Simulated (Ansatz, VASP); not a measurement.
## Sr2OsSO6: VASP beside Ansatz

INCAR

```
SYSTEM = Sr2OsSO6
ALGO = Fast
EDIFF = 1E-6
ENCUT = 520
GGA = PE
ISIF = 2
ISMEAR = -1
LASPH = .TRUE.
LCHARG = .FALSE.
LREAL = .FALSE.
LWAVE = .FALSE.
NBANDS = 46
NELM = 100
PREC = Accurate
SIGMA = 0.15
```

KPOINTS

```
k-points
0
G
  6 6 6
  0 0 0
```

File POSCAR:

```
Sr2OsSO6
1.0
    0.0000000000      4.0024200000      4.0024200000
    4.0024200000      0.0000000000      4.0024200000
    4.0024200000      4.0024200000      0.0000000000
S Sr Os O
1 2 1 6
Direct
    0.5000000000      0.5000000000      0.5000000000
    0.2500000000      0.2500000000      0.2500000000
    0.7500000000      0.7500000000      0.7500000000
    0.0000000000      0.0000000000      0.0000000000
    0.7670000000      0.2330000000      0.2330000000
    0.2330000000      0.7670000000      0.2330000000
    0.2330000000      0.7670000000      0.7670000000
    0.7670000000      0.2330000000      0.7670000000
    0.2330000000      0.2330000000      0.7670000000
    0.7670000000      0.7670000000      0.2330000000
```

Input for Ansatz:

```yaml
crystal:
  lattice:
    - [0.0, 4.00242, 4.00242]
    - [4.00242, 0.0, 4.00242]
    - [4.00242, 4.00242, 0.0]
  atoms:
    - { symbol: S, position: [0.5, 0.5, 0.5] }
    - { symbol: Sr, position: [0.25, 0.25, 0.25] }
    - { symbol: Sr, position: [0.75, 0.75, 0.75] }
    - { symbol: Os, position: [0.0, 0.0, 0.0] }
    - { symbol: O, position: [0.767, 0.233, 0.233] }
    - { symbol: O, position: [0.233, 0.767, 0.233] }
    - { symbol: O, position: [0.233, 0.767, 0.767] }
    - { symbol: O, position: [0.767, 0.233, 0.767] }
    - { symbol: O, position: [0.233, 0.233, 0.767] }
    - { symbol: O, position: [0.767, 0.767, 0.233] }
  symmetry: { tolerance: 0.0003 }
kpoints:
  mp_grid: { grid: [6, 6, 6], shift: [0, 0, 0] }
magnetization:
  spin_polarized: false
scf:
  occupations: { method: fermi_dirac, width: 0.15 }
  mixing: { preconditioner: none }
hamiltonian:
  pseudopotentials: { kind: paw }
  xc: pbe
basis:
  ecutwfc: 420
output:
  forces: true
  stress: true
  eigenvalues: true
  write_density: true
  write_potential: true
  elf: true
  volumetric_format: npy
```

The cell was built by a generator and needn't be a form met in nature.

Alike in both runs: task single point; functional PBE; k mesh 6 × 6 × 6; occupations fermi-dirac, width 0.15 eV; no spin polarisation.

|  | VASP | Ansatz |
| --- | --- | --- |
| version | VASP 6.6.1 | Ansatz 0.2.0 |
| potentials or method | VASP PAW PBE potentials, release 64 (S, Sr_sv, Os, O) | PAW plane waves |
| plane-wave cutoff (eV) | 520 | 420 |
| valence electrons in the cell | 70 | 78 |

Ansatz gave:

| Item | Value |
| --- | --- |
| gap on the k mesh at the Fermi level (eV) | none |
| pressure (GPa) | 12.3 |
| rms of the force components (eV/Å) | 1.142 |

**Question.** Estimate VASP's values.

**Answer.** gap on the k mesh at the Fermi level (eV): none; pressure (GPa): 14.2; rms of the force components (eV/Å): 1.356.

Atom by atom the forces differ by 0.214 eV/Å (rms over components). A gap of «none» marks a metal or a gap that the smearing closes. With one functional, cell and mesh, what is left measures potentials, basis and numerics. The two sets of potentials don't hold the same shells in valence.

Caveats: forces of over 1 eV/Å show positions far from the minimum, so gaps and moduli don't describe the material at rest. Spin-orbit coupling is left out, which matters for the levels of Os.
